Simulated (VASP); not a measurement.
Data:

```xyz
6
Lattice="1.5681 -2.7160 0.0000 1.5681 2.7160 0.0000 0.0000 0.0000 12.2842" Properties=species:S:1:pos:R:3 pbc="T T T"
W      1.5681     0.9053     3.0710
W      1.5681    -0.9053     9.2131
S      1.5681     0.9053    10.7757
S      1.5681    -0.9053     4.6336
S      1.5681    -0.9053     1.5085
S      1.5681     0.9053     7.6506
```

These are optB86b-vdW, VASP's PBE PAW potentials (set 64) (plane waves; VASP) values and carry that method's errors. Numerical set-up: 520 eV cut-off, 8×8×2 Γ-centred mesh, Gaussian smearing of 0.050 eV, potentials W_sv S.

The ions and cell shape at fixed volume are relaxed. Predict the relaxed structure.

```xyz
6
Lattice="1.5776 -2.7326 0.0000 1.5776 2.7326 0.0000 0.0000 0.0000 12.1354" Properties=species:S:1:pos:R:3 pbc="T T T"
W      1.5776     0.9109     3.0338
W      1.5776    -0.9109     9.1015
S      1.5776     0.9109    10.6806
S      1.5776    -0.9109     4.6129
S      1.5776    -0.9109     1.4547
S      1.5776     0.9109     7.5224
```
Space group P6_3/mmc (194), at a tolerance of 0.03 Å.

How much energy does the relaxation gain?

The energy (σ→0) changes by -6.1 meV/atom, in 5 ionic steps.

The compound is WS2 in the 2H layered structure. This cell is one point of a volume scan, at 0.97 of the reference volume. Symmetry was kept, so distortions that lower it aren't found.
